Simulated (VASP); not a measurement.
Given:

```
SnTe
1.0
    0.00000     3.61115     3.61115
    3.61115     0.00000     3.61115
    3.61115     3.61115     0.00000
Sn Te
1 1
Direct
  0.00000   0.00000   0.00000
  0.75000   0.75000   0.75000
```

Level of theory: LDA (Ceperley-Alder, Perdew-Zunger), VASP's LDA PAW potentials (set 64) (plane waves; VASP). Run with 400 eV cut-off, 6×6×6 Γ-centred mesh, Gaussian smearing of 0.050 eV, potentials Sn_d Te.

Energy and stress use the plane-wave basis of the starting cell.

Problem. The ions, cell shape and volume are relaxed. What does this cell relax into?

Solution. 
```
SnTe
1.0
    0.00000     3.50630     3.50630
    3.50630     0.00000     3.50630
    3.50630     3.50630     0.00000
Sn Te
1 1
Direct
  0.00000   0.00000   0.00000
  0.75000   0.75000   0.75000
```
Space group F-43m (216), at a tolerance of 0.03 Å.

Problem. How do energy and volume change from the first to the last step?

Solution. The energy (σ→0) changes by -28.2 meV/atom and the volume by -8.5 %, in 3 ionic steps.

| step | E(σ→0) (eV) | max force (eV/Å) | pressure (GPa) | volume (Å³) |
|---|---|---|---|---|
| 1 | -7.9943 | 0.000 | -2.15 | 94.18 |
| 2 | -8.0507 | 0.000 | 0.13 | 85.84 |
| 3 | -8.0508 | 0.000 | -0.02 | 86.21 |

The structure comes from a computed database's SnTe entry (F-43m); how it stands against other phases isn't given here. This run relaxes it. Symmetry was kept, so distortions that lower it aren't found.
